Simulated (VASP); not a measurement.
The cell holds one SnO (litharge) monolayer, with vacuum along c. Ionisation potential and electron affinity count from the cell's own band edges, surface states included.

Data:

```
SnO
1.0
    3.82618     0.00000     0.00000
    0.00000     3.82618     0.00000
    0.00000     0.00000    18.86979
Sn O
2 2
Direct
  0.50000   0.00000   0.43701
  0.00000   0.50000   0.56299
  0.50000   0.50000   0.50000
  0.00000   0.00000   0.50000
```

The numbers are results of optB88-vdW, VASP's PBE PAW potentials (set 64) (plane waves; VASP), not measurements. Settings: 500 eV cut-off, 12×12×1 Γ-centred mesh, Gaussian smearing of 0.050 eV, potentials Sn_d O.

Question: Predict its energy to cut it from the bulk, per area, ionisation potential, electron affinity.

Answer: 
- energy to cut it from the bulk, per area = 27.4 meV/Å²
- ionisation potential = 5.65 eV
- electron affinity = 2.58 eV

The cell is a sheet with vacuum, built from SnO (litharge).
